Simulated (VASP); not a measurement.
Calculation: PBE GGA, VASP's PBE PAW potentials (set 64) (plane waves; VASP).

A VASP calculation is set up with these files.

INCAR:
```
SYSTEM = Tl
PREC = Accurate
ENCUT = 300
EDIFF = 1E-6
NELM = 100
ALGO = Normal
LREAL = .FALSE.
LASPH = .TRUE.
ISMEAR = -1
SIGMA = 0.1
GGA = PE
LMAXMIX = 4
LWAVE = .FALSE.
LCHARG = .FALSE.
ISIF = 2
```

File POSCAR:
```
Tl
1
    3.1788140000     0.0000000000     0.0000000000
    0.0000000000     3.1788140000     0.0000000000
    0.0000000000     0.0000000000    22.3577000000
Tl
3
Direct
  0.0000000000   0.0000000000   0.3578190000
  0.0000000000   0.0000000000   0.5000020000
  0.0000000000   0.0000000000   0.6421810000
```

**KPOINTS**
```
Automatic mesh
0
Gamma
7 7 1
0 0 0
```

POTCAR, in this order: Tl_d (PBE.64 set). Program: vasp_std.

The cell holds a wide vacuum, so values per volume refer to the whole cell. Unless said otherwise, spin-orbit coupling is left out, though it shifts the bands of the heavy elements here.

Predict the energy per atom (σ→0), largest force, band gap (on the k-mesh).

```
Property                                                    Result
------------------------  ----------------------------------------
energy per atom (σ→0)                               -2017 meV/atom
band gap (on the k-mesh)  none (metal, semimetal or under 0.01 eV)
largest force                                           0.168 eV/Å
```

OSZICAR:
```
...
DAV:  13    -0.608569601603E+01   -0.12303E-03   -0.19988E-05   394   0.137E-02    0.421E-03
DAV:  14    -0.608573400538E+01   -0.37989E-04   -0.20994E-05   307   0.997E-03    0.232E-03
DAV:  15    -0.608579229359E+01   -0.58288E-04   -0.14668E-05   300   0.850E-03    0.147E-03
DAV:  16    -0.608584427377E+01   -0.51980E-04   -0.48988E-06   300   0.393E-03    0.840E-04
DAV:  17    -0.608587849150E+01   -0.34218E-04   -0.45581E-06   293   0.310E-03    0.518E-04
DAV:  18    -0.608589182586E+01   -0.13334E-04   -0.23079E-06   293   0.252E-03    0.229E-04
DAV:  19    -0.608589239067E+01   -0.56481E-06   -0.39094E-08   314   0.793E-04
   1 F= -.60858924E+01 E0= -.60517960E+01  d E =-.681928E-01
```

The cell is a sheet with vacuum, built from a generated structure.
